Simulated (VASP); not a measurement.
Input:

```yaml
crystal:
  lattice:
    - [3.82652, 0.00000, 0.00000]
    - [-1.91326, 3.31386, 0.00000]
    - [0.00000, 0.00000, 16.76193]
  atoms:
    - { symbol: Ga, position: [0.33333, 0.66667, 0.17614] }
    - { symbol: Ga, position: [0.66667, 0.33333, 0.82386] }
    - { symbol: Ga, position: [0.66667, 0.33333, 0.67614] }
    - { symbol: Ga, position: [0.33333, 0.66667, 0.32386] }
    - { symbol: Se, position: [0.33333, 0.66667, 0.60613] }
    - { symbol: Se, position: [0.66667, 0.33333, 0.39387] }
    - { symbol: Se, position: [0.66667, 0.33333, 0.10613] }
    - { symbol: Se, position: [0.33333, 0.66667, 0.89387] }
```

Calculation: PBE GGA, VASP's PBE PAW potentials (set 64) (plane waves; VASP 6.6.1). Settings: 300 eV cut-off, 5×5×1 Γ-centred mesh, Gaussian smearing of 0.010 eV, potentials Ga_d Se.

**Question.** Give the energies of bands 29 to 42 at the high-symmetry points, in eV from the valence-band maximum.

**Answer.** 
```
band      Γ      M      K      A      L      H
----  -----  -----  -----  -----  -----  -----
29    -1.26  -3.70  -4.36  -1.23  -3.56  -4.31
30    -1.26  -3.36  -4.24  -1.23  -3.56  -4.31
31    -1.22  -2.52  -4.00  -1.23  -2.49  -3.91
32    -1.19  -2.47  -3.85  -1.23  -2.49  -3.91
33    -1.19  -2.43  -2.70  -1.09  -2.24  -2.65
34    -1.14  -2.29  -2.70  -1.09  -2.24  -2.65
35    -1.14  -2.18  -2.03  -1.09  -2.23  -2.25
36    -1.07  -2.06  -2.03  -1.09  -2.23  -2.25
37    -1.07  -2.02  -1.98  -0.68  -1.85  -1.80
38     0.00  -1.66  -1.98  -0.68  -1.85  -1.80
39     0.86   1.27   1.85   1.37   1.52   2.03
40     1.67   1.54   2.25   1.37   1.52   2.03
41     2.16   1.81   2.63   2.19   1.74   2.57
42     2.23   1.92   2.63   2.19   1.74   2.57
```

The gap is direct, 0.86 eV, from the valence maximum at Γ to the conduction minimum at Γ.

The structure comes from a computed database's GaSe entry (P6_3/mmc), a phase known from measurement. The cell was not relaxed at this level.
